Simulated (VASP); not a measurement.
Au:

```
Au
1.0
     0.00000    2.04085    2.04085
     2.04085    0.00000    2.04085
     2.04085    2.04085    0.00000
Au
1
Direct
  0.00000 0.00000 0.00000
```

Program: VASP 6.6.1. Alike in all runs: task band structure; no spin polarisation; cell as given; k mesh 16 × 16 × 16; cutoff (eV) 520; smearing methfessel-paxton 0.1 eV.

**Question.** Order these runs on this cell by their pressure, lowest first.
A. level r2SCAN; potentials or basis VASP PAW PBE potentials, release 64 (Au)
B. level PBE; potentials or basis VASP PAW PBE potentials, release 64 (Au)
C. level LDA; potentials or basis VASP PAW LDA potentials, release 64 (Au)

**Answer.** C (-4.1 GPa), A (5.6 GPa), B (8.9 GPa).

Caveats: the PAW data sets were made with another functional, which shifts forces and pressure a little (some runs).
